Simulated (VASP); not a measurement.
Energy against volume of SnTe (rock salt). Method: LDA (Ceperley-Alder, Perdew-Zunger), VASP's LDA PAW potentials (set 64) (plane waves; VASP).

```csv
V (Å³/atom),E (eV/atom)
28.472,-4.39992
29.381,-4.41477
30.289,-4.41946
31.198,-4.41554
32.107,-4.40434
```

Q: Fit a third-order Birch-Murnaghan equation of state.

A: 
```
Item                                            Result
---------------------------------------  -------------
volume per atom                          30.30 Å³/atom
bulk modulus                                  50.3 GPa
pressure derivative of the bulk modulus           4.56
lattice constant a                             6.235 Å
```

Measured: bulk modulus 37.8 GPa (computed value off by +33.1 %), as given by Cormac Toher et al., Physical Review Materials (2017), arXiv:1611.05714; a 6.316 Å (computed value off by -1.3 %), as given by Ayanesh Maiti et al., Applied Physics Letters (2022), arXiv:2109.01420. The calculation is for a static lattice, while the measured bulk modulus, a hold thermal and zero-point effects, which are part of the difference.

The compound is SnTe in the rock salt structure, which distorts at low temperature. It was relaxed first.
